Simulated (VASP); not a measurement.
# A point defect in a supercell of CaPd3, part 3 of 4

Aim: the formation energy and local structure of a point defect in CaPd3. The cell is invented: other elements were put on sites of a known structure type. It may not be a known or stable phase.

VASP 6.6.1, plane waves and PAW; the level of theory is named at each step.

Still holding for the runs below: The k-mesh is coarse for a metal.

So far. Step 2 (Relaxing the host crystal): The run ended after 8 ionic steps, 0.404 eV below its first step, once forces and stress met EDIFFG = -0.02. Step 3 (The supercell without the defect): The host is treated as a metal, as its relaxation found a gap under 0.3 eV or none, and only the neutral defect is run.

### 4. Reference Ag

This step: PBE; plane waves and PAW (Ag) (VASP 6.6.1).

System of this step: Ag. Symmetry: Fm-3m, No. 225, cubic system. Conventional cell: a = 4.090 Å, b = 4.090 Å, c = 4.090 Å, α = 90.00°, β = 90.00°, γ = 90.00°. Nearest to Ag lie 12 Ag at 2.89 Å.

The reference for Ag is its crystal, relaxed at the cutoff of the large cell.

INCAR

```
SYSTEM = Ag
PREC = Normal
ENCUT = 300
EDIFF = 1E-05
NELM = 120
ISMEAR = 1
SIGMA = 0.1
LREAL = Auto
ALGO = Fast
GGA = PE
NBANDS = 11
LORBIT = 11
LWAVE = .FALSE.
LCHARG = .FALSE.
IBRION = 2
NSW = 25
ISIF = 3
EDIFFG = -0.02
POTIM = 0.4
```

POSCAR

```
Ag
1.0
    0.0000000000      2.0450000000      2.0450000000
    2.0450000000      0.0000000000      2.0450000000
    2.0450000000      2.0450000000      0.0000000000
Ag
1
Direct
    0.0000000000      0.0000000000      0.0000000000
```

KPOINTS

```
Automatic mesh
0
Gamma
11 11 11
0 0 0
```

Potentials, in the order of the species: Ag (PBE family, release 64).

On the command line:

```console
> export OMP_NUM_THREADS=8
> mpirun -np 1 vasp_std
```

The log of the run:

```text
[banner, memory and clock lines left out]
running    1 mpi-ranks, on    1 nodes
 distrk:  each k-point on    1 cores,    1 groups
 distr:  one band on    1 cores,    1 groups
 Offloading initialized ...    1 GPUs detected
 POSCAR found type information on POSCAR Ag
 POSCAR found :  1 types and       1 ions
|                                                                             |
|               ----> ADVICE to this user running VASP <----                  |
|                                                                             |
|     You have a (more or less) 'small supercell' and for smaller cells       |
|     it is recommended to use the reciprocal-space projection scheme!        |
|     The real-space optimization is not efficient for small cells and it     |
|     is also less accurate ...                                               |
|     Therefore, set LREAL=.FALSE. in the INCAR file.                         |
|                                                                             |

 LDA part: xc-table for (Slater+PW92), standard interpolation
 POSCAR, INCAR and KPOINTS ok, starting setup
 FFT: planning ... GRIDC
 FFT: planning ... GRID_SOFT
 FFT: planning ... GRID
 WAVECAR not read
 entering main loop
       N       E                     dE             d eps       ncg     rms          rms(c)
DAV:   1     0.302124065022E+02    0.30212E+02   -0.40151E+03  1360   0.554E+02
DAV:   2    -0.259965031833E+01   -0.32812E+02   -0.30926E+02  1376   0.145E+02
DAV:   3    -0.297164278216E+01   -0.37199E+00   -0.37189E+00  1394   0.163E+01
DAV:   4    -0.297251203840E+01   -0.86926E-03   -0.86922E-03  1340   0.827E-01
DAV:   5    -0.297251813323E+01   -0.60948E-05   -0.60945E-05  1400   0.624E-02    0.516E+00
RMM:   6    -0.273058567962E+01    0.24193E+00   -0.41554E-01  1232   0.621E+00    0.333E+00
RMM:   7    -0.272193952212E+01    0.86462E-02   -0.88615E-03  1232   0.112E+00    0.191E+00
RMM:   8    -0.271896536874E+01    0.29742E-02   -0.68632E-04  1232   0.231E-01    0.173E-01
RMM:   9    -0.271895412513E+01    0.11244E-04   -0.10147E-04  1230   0.913E-02    0.699E-02
RMM:  10    -0.271895672179E+01   -0.25967E-05   -0.17613E-05   978   0.336E-02
   1 F= -.27189567E+01 E0= -.27188713E+01  d E =-.271896E+01
 curvature:   0.00 expect dE= 0.000E+00 dE for cont linesearch  0.000E+00
 trial: gam= 0.00000 g(F)=  0.680E-63 g(S)=  0.188E-01 ort = 0.000E+00 (trialstep = 0.100E+01)
 search vector abs. value=  0.188E-01
 bond charge predicted
       N       E                     dE             d eps       ncg     rms          rms(c)
DAV:   1    -0.305601328518E+01   -0.33706E+00   -0.54189E+00  1310   0.250E+01    0.400E+00
RMM:   2    -0.273631158121E+01    0.31970E+00   -0.51289E-01  1232   0.663E+00    0.130E+00
RMM:   3    -0.272854747246E+01    0.77641E-02   -0.13069E-02  1232   0.128E+00    0.954E-01
RMM:   4    -0.272652676147E+01    0.20207E-02   -0.24405E-03  1231   0.436E-01    0.469E-02
RMM:   5    -0.272651371694E+01    0.13045E-04   -0.31354E-04  1231   0.138E-01    0.200E-02
RMM:   6    -0.272651776739E+01   -0.40505E-05   -0.47790E-05  1040   0.514E-02
   2 F= -.27265178E+01 E0= -.27262738E+01  d E =-.756105E-02
 trial-energy change:   -0.007561  1 .order   -0.008945   -0.018839    0.000949
 step:   0.9218(harm=  0.9520)  dis= 0.00000  next Energy=    -2.726556 (dE=-0.760E-02)
 bond charge predicted
       N       E                     dE             d eps       ncg     rms          rms(c)
DAV:   1    -0.272870717448E+01   -0.21935E-02   -0.33142E-02  1388   0.192E+00    0.302E-01
RMM:   2    -0.272667856387E+01    0.20286E-02   -0.34460E-03  1232   0.547E-01    0.928E-02
RMM:   3    -0.272664229493E+01    0.36269E-04   -0.57842E-05  1220   0.846E-02    0.649E-02
RMM:   4    -0.272662968345E+01    0.12611E-04   -0.11286E-05   934   0.296E-02    0.573E-03
RMM:   5    -0.272662964734E+01    0.36113E-07   -0.12163E-06   650   0.850E-03
   3 F= -.27266296E+01 E0= -.27263899E+01  d E =-.767293E-02
 curvature:  -0.29 expect dE=-0.839E-05 dE for cont linesearch -0.839E-05
 trial: gam= 0.00000 g(F)=  0.199E-62 g(S)=  0.293E-04 ort =-0.743E-03 (trialstep = 0.984E+00)
 search vector abs. value=  0.293E-04
 reached required accuracy - stopping structural energy minimisation
```

Run time: 23 s. Hardware: 1 × NVIDIA H100 80GB HBM3, 81559 MiB with 1 MPI rank of AMD EPYC 7R13 (Zen 3), shared host; peak memory 1.7 GiB.

Parts of OUTCAR (step 4):

```text
  LATTYP: Found a face centered cubic cell.
 ALAT       =     4.0900000000

 Subroutine GETGRP returns: Found 48 space group operations
 (whereof 48 operations were pure point group operations)

The static configuration has the point symmetry O_h .

 Found     56 irreducible k-points:

   k-points           NKPTS =     56   k-points in BZ     NKDIM =     56   number of bands    NBANDS=     11

   dimension x,y,z NGX =    12 NGY =   12 NGZ =   12
   dimension x,y,z NGXF=    24 NGYF=   24 NGZF=   24

   ENCUT  =  300.0 eV  22.05 Ry    4.70 a.u.   4.08  4.08  4.08*2*pi/ulx,y,z

   NELECT =      11.0000    total number of electrons

 E-fermi :   8.0972

 k-point     1 :       0.0000    0.0000    0.0000
  band No.  band energies     occupation
    ...
      2       3.1675      2.00000
      3       3.1675      2.00000
      4       3.1675      2.00000
      5       4.1215      2.00000
      6       4.1215      2.00000
      7      23.7301      0.00000
      8      27.0324      0.00000
      9      27.0324      0.00000
     10      27.0324      0.00000
     11      31.7348      0.00000

 k-point     2 :       0.0909    0.0000    0.0000
  band No.  band energies     occupation
    ...
      2       3.1179      2.00000
      3       3.2308      2.00000
      4       3.2308      2.00000
      5       4.0997      2.00000
      6       4.0997      2.00000
      7      23.6242      0.00000
      8      25.2797      0.00000
      9      27.0911      0.00000
     10      27.0911      0.00000
     11      31.2481      0.00000

  Total       -0.0159031     -0.0159031     -0.0159031     -0.0000000      0.0000000     -0.0000000
  in kB       -1.4273083     -1.4273083     -1.4273083     -0.0000000      0.0000000     -0.0000000
  external PRESSURE =      -1.4273083 kB  Pullay stress =       0.0000000 kB

  energy-cutoff  :      300.00
  volume of cell :       17.85
      direct lattice vectors                 reciprocal lattice vectors
    -0.000000000  2.074346450  2.074346450    -0.241039774  0.241039774  0.241039774
     2.074346450 -0.000000000  2.074346450     0.241039774 -0.241039774  0.241039774
     2.074346450  2.074346450  0.000000000     0.241039774  0.241039774 -0.241039774

 POSITION                                       TOTAL-FORCE (eV/Angst)
 -----------------------------------------------------------------------------------
      0.00000      0.00000      0.00000         0.000000      0.000000     -0.000000
 -----------------------------------------------------------------------------------
    total drift:                               -0.000000     -0.000000     -0.000000

  FREE ENERGIE OF THE ION-ELECTRON SYSTEM (eV)
  ---------------------------------------------------
  free  energy   TOTEN  =        -2.7266296473 eV

  energy  without entropy=       -2.7259104200  energy(sigma->0) =       -2.72638990

 total charge
# of ion       s       p       d       tot
------------------------------------------
    1        0.406   0.275   9.141   9.822

[... 1 part as in an earlier step ...]

[... 7 further parts left out ...]
```

This run has no spin polarisation. Its electron count is odd, so without a moment it is a metal by construction. The run keeps the 48 symmetry operations of its start, so it cannot find a distortion of lower symmetry.

Relaxation path:

| step | energy less that of the first step (eV) | largest force (eV/Å) | pressure (GPa) | volume (Å³) |
| --- | --- | --- | --- | --- |
| 1 | 0.0000 | 0.0000 | 3.78 | 17.10 |
| 2 | -0.0076 | 0.0000 | -0.18 | 17.92 |
| 3 | -0.0077 | 0.0000 | -0.14 | 17.85 |

| conventional cell, symmetrised | before | after | change |
| --- | --- | --- | --- |
| a (Å) | 4.090 | 4.149 | +1.4 % |
| b (Å) | 4.090 | 4.149 | +1.4 % |
| c (Å) | 4.090 | 4.149 | +1.4 % |
| volume (Å³/atom) | 17.10 | 17.85 | +4.4 % |

The relaxed structure:

```xyz
1
Lattice="0.0000 2.0743 2.0743 2.0743 0.0000 2.0743 2.0743 2.0743 0.0000" Properties=species:S:1:pos:R:3 pbc="T T T"
Ag    0.0000    0.0000    0.0000
```

This step gave:

```yaml
electronic_cycles: 21
electrons: 11
free_energy_toten: -2.727 eV
energy_at_zero_smearing: -2.726 eV
fermi_energy: 8.097 eV
```

The run ended after 3 ionic steps, 0.008 eV below its first step, once forces and stress met EDIFFG = -0.02.

Energy at zero smearing: -2.72639 eV.

### 5. Reference Ca

This step: PBE; plane waves and PAW (Ca_pv) (VASP 6.6.1).

System of this step: Ca. It takes space group Fm-3m (No. 225, cubic). Conventional cell: a = 5.580 Å, b = 5.580 Å, c = 5.580 Å, α = 90.00°, β = 90.00°, γ = 90.00°. Nearest to Ca lie 12 Ca at 3.95 Å.

The reference for Ca is its crystal, relaxed at the cutoff of the large cell.

Edit INCAR of step 4 so:

```diff
@@ -1,2 +1,2 @@
-SYSTEM = Ag
+SYSTEM = Ca
 PREC = Normal
@@ -10,3 +10,3 @@
 GGA = PE
-NBANDS = 11
+NBANDS = 10
 LORBIT = 11
```

POSCAR

```
Ca
1.0
    0.0000000000      2.7900000000      2.7900000000
    2.7900000000      0.0000000000      2.7900000000
    2.7900000000      2.7900000000      0.0000000000
Ca
1
Direct
    0.0000000000      0.0000000000      0.0000000000
```

KPOINTS

```
Automatic mesh
0
Gamma
8 8 8
0 0 0
```

The projector-augmented-wave data sets are Ca_pv (PBE family, release 64).

The log of the run:

```text
[banner, memory and clock lines left out]
running    1 mpi-ranks, on    1 nodes
 distrk:  each k-point on    1 cores,    1 groups
 distr:  one band on    1 cores,    1 groups
 Offloading initialized ...    1 GPUs detected
 POSCAR found type information on POSCAR Ca
 POSCAR found :  1 types and       1 ions
 [... a notice as in an earlier step ...]

 LDA part: xc-table for (Slater+PW92), standard interpolation
 POSCAR, INCAR and KPOINTS ok, starting setup
 FFT: planning ... GRIDC
 FFT: planning ... GRID_SOFT
 FFT: planning ... GRID
 WAVECAR not read
 entering main loop
       N       E                     dE             d eps       ncg     rms          rms(c)
DAV:   1     0.311917581160E+02    0.31192E+02   -0.27927E+03   602   0.724E+02
DAV:   2     0.797555850647E-01   -0.31112E+02   -0.30921E+02   582   0.171E+02
DAV:   3    -0.186254836933E+01   -0.19423E+01   -0.19295E+01   680   0.404E+01
DAV:   4    -0.190781433085E+01   -0.45266E-01   -0.45245E-01   872   0.619E+00
DAV:   5    -0.190839693340E+01   -0.58260E-03   -0.58253E-03   872   0.557E-01    0.739E-01
RMM:   6    -0.191311412259E+01   -0.47172E-02   -0.57853E-03   608   0.112E+00    0.425E-01
RMM:   7    -0.191685544337E+01   -0.37413E-02   -0.84571E-03   608   0.132E+00    0.514E-02
RMM:   8    -0.191686882022E+01   -0.13377E-04   -0.85414E-04   618   0.336E-01    0.120E-02
RMM:   9    -0.191690540791E+01   -0.36588E-04   -0.28706E-04   658   0.182E-01    0.855E-03
RMM:  10    -0.191691107495E+01   -0.56670E-05   -0.25408E-05   520   0.551E-02
   1 F= -.19169111E+01 E0= -.19166027E+01  d E =-.191691E+01
 curvature:   0.00 expect dE= 0.000E+00 dE for cont linesearch  0.000E+00
 trial: gam= 0.00000 g(F)=  0.235E-64 g(S)=  0.155E-02 ort = 0.000E+00 (trialstep = 0.100E+01)
 search vector abs. value=  0.155E-02
 bond charge predicted
       N       E                     dE             d eps       ncg     rms          rms(c)
DAV:   1    -0.192467988276E+01   -0.77745E-02   -0.20098E-01   636   0.822E+00    0.400E-01
RMM:   2    -0.191986887209E+01    0.48110E-02   -0.46436E-03   608   0.108E+00    0.199E-01
RMM:   3    -0.191846293514E+01    0.14059E-02   -0.35992E-03   608   0.897E-01    0.181E-02
RMM:   4    -0.191851883260E+01   -0.55897E-04   -0.67089E-04   648   0.268E-01    0.582E-03
RMM:   5    -0.191853217474E+01   -0.13342E-04   -0.14266E-04   613   0.103E-01    0.452E-03
RMM:   6    -0.191853375172E+01   -0.15770E-05   -0.15169E-05   498   0.421E-02
   2 F= -.19185338E+01 E0= -.19182842E+01  d E =-.162268E-02
[...]
3 F= -.19191035E+01 E0= -.19189407E+01  d E =-.219244E-02
 curvature:  -1.67 expect dE=-0.110E-02 dE for cont linesearch -0.110E-02
 ZBRENT: interpolating
 opt :   2.2165  next Energy=    -1.919675 (dE=-0.276E-02)
 bond charge predicted
       N       E                     dE             d eps       ncg     rms          rms(c)
DAV:   1    -0.192811678217E+01   -0.90224E-02   -0.26898E-01   658   0.976E+00    0.469E-01
RMM:   2    -0.192125221585E+01    0.68646E-02   -0.64627E-03   607   0.128E+00    0.229E-01
RMM:   3    -0.191936133574E+01    0.18909E-02   -0.48922E-03   612   0.103E+00    0.229E-02
RMM:   4    -0.191941005788E+01   -0.48722E-04   -0.81128E-04   669   0.278E-01    0.536E-03
RMM:   5    -0.191942081102E+01   -0.10753E-04   -0.91857E-05   572   0.793E-02    0.356E-03
RMM:   6    -0.191942214808E+01   -0.13371E-05   -0.11357E-05   491   0.431E-02
   4 F= -.19194221E+01 E0= -.19192276E+01  d E =-.251107E-02
 curvature:  -0.87 expect dE=-0.366E-05 dE for cont linesearch -0.366E-05
 trial: gam=-0.04941 g(F)=  0.469E-64 g(S)=  0.422E-05 ort = 0.810E-04 (trialstep = 0.124E+01)
 search vector abs. value=  0.116E-07
 reached required accuracy - stopping structural energy minimisation
```

It took 17 s on 1 × NVIDIA H100 80GB HBM3, 81559 MiB with 1 MPI rank; peak memory 1.7 GiB.

Parts of OUTCAR (step 5):

```text
   k-points           NKPTS =     29   k-points in BZ     NKDIM =     29   number of bands    NBANDS=     10

   ENCUT  =  300.0 eV  22.05 Ry    4.70 a.u.   5.57  5.57  5.57*2*pi/ulx,y,z

   NELECT =       8.0000    total number of electrons

 E-fermi :   2.1496

 k-point     1 :       0.0000    0.0000    0.0000
  band No.  band energies     occupation
      1     -20.7003      2.00000
      2     -20.7002      2.00000
      3     -20.7002      2.00000
      4      -1.8211      2.00000
      5       4.5592      0.00000
      6       4.5592      0.00000
      7       4.5592      0.00000
      8       5.6330      0.00000
      9       5.6330      0.00000
    ...

  Total       -0.0060393     -0.0060393     -0.0060393     -0.0000000     -0.0000000      0.0000000
  in kB       -0.2295262     -0.2295262     -0.2295262     -0.0000000     -0.0000000      0.0000000
  external PRESSURE =      -0.2295262 kB  Pullay stress =       0.0000000 kB

 POSITION                                       TOTAL-FORCE (eV/Angst)
 -----------------------------------------------------------------------------------
      0.00000      0.00000      0.00000         0.000000     -0.000000     -0.000000
 -----------------------------------------------------------------------------------
    total drift:                               -0.000000     -0.000000      0.000000

  FREE ENERGIE OF THE ION-ELECTRON SYSTEM (eV)
  ---------------------------------------------------
  free  energy   TOTEN  =        -1.9194221481 eV

  energy  without entropy=       -1.9188383706  energy(sigma->0) =       -1.91922756

[... 3 parts as in an earlier step ...]

[... 13 further parts left out ...]
```

CONTCAR:

```
Ca
    1.000000000000000
    -0.0000000000000000    2.7623503122598798    2.7623503122598798
     2.7623503122598798    0.0000000000000000    2.7623503122598798
     2.7623503122598798    2.7623503122598798   -0.0000000000000000
  Ca
     1
Direct
     0.0000000000000000    0.0000000000000000    0.0000000000000000
```

Step by step:

| step | energy less that of the first step (eV) | largest force (eV/Å) | pressure (GPa) | volume (Å³) |
| --- | --- | --- | --- | --- |
| 1 | 0.0000 | 0.0000 | -0.43 | 43.44 |
| 2 | -0.0016 | 0.0000 | -0.30 | 42.86 |
| 3 | -0.0022 | 0.0000 | 0.29 | 41.51 |
| 4 | -0.0025 | 0.0000 | -0.02 | 42.16 |

| conventional cell, symmetrised | before | after | change |
| --- | --- | --- | --- |
| a (Å) | 5.580 | 5.525 | -1.0 % |
| b (Å) | 5.580 | 5.525 | -1.0 % |
| c (Å) | 5.580 | 5.525 | -1.0 % |
| volume (Å³/atom) | 43.44 | 42.16 | -2.9 % |

Final coordinates:

```cif
data_structure
_symmetry_space_group_name_H-M 'P 1'
_symmetry_Int_Tables_number 1
_cell_length_a 3.9066
_cell_length_b 3.9066
_cell_length_c 3.9066
_cell_angle_alpha 60.000
_cell_angle_beta 60.000
_cell_angle_gamma 60.000
_cell_volume 42.16
loop_
_atom_site_label
_atom_site_type_symbol
_atom_site_fract_x
_atom_site_fract_y
_atom_site_fract_z
_atom_site_occupancy
Ca1 Ca 0.00000 0.00000 0.00000 1
```

This step gave:

- electronic cycles: 28
- electrons: 8
- free energy (TOTEN): -1.919 eV
- energy at zero smearing: -1.919 eV
- Fermi energy: 2.150 eV

The run ended after 4 ionic steps, 0.003 eV below its first step, once forces and stress met EDIFFG = -0.02.

Energy at zero smearing: -1.91923 eV.

(Continued in part 4 of 4.)

[Lines on the potential files, build, host, timing and source positions are cut from VASP's logs without a mark.]

[Logs are printed without paths, hosts, clocks, repeated set-up lines and the standing remarks that a program may print on its own settings, such as how far it seeks lower states.]

[Hosts, paths, dates, database ids (printed as entryN), source tags and the programs' standing remarks are cut or masked in the printed files.]

[In band tables of VASP the shares of atoms and orbitals are scaled to a sum of 1 inside the atoms' spheres.]

[Runs that stopped without an error message from VASP are left out.]
